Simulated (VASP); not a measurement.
```
CELL_PARAMETERS angstrom
      0.00000     3.52156     3.52156
      3.52156     0.00000     3.52156
      3.52156     3.52156     0.00000
ATOMIC_POSITIONS crystal
  Rb 0.00000 0.00000 0.00000
  Br 0.50000 0.50000 0.50000
```

Method: PBE GGA with D3 dispersion (zero damping), VASP's PBE PAW potentials (set 64) (plane waves; VASP). Numerical set-up: 520 eV cut-off, 7×7×7 Γ-centred mesh, tetrahedra with Blöchl corrections, potentials Rb_sv Br.

Q: Estimate the energy per atom (σ→0), band gap (on the k-mesh) with the smallest direct gap where there is one.

A: 
```
Quantity                                     Result
-----------------------------------  --------------
band gap (on the k-mesh)                    4.16 eV
smallest direct gap (on the k-mesh)         4.16 eV
energy per atom (σ→0)                -3.275 eV/atom
```

The absolute energy has meaning only against runs of the same code, potentials and settings.

The compound is RbBr in the rock salt structure. It was relaxed first, which changed the volume by +7 %.
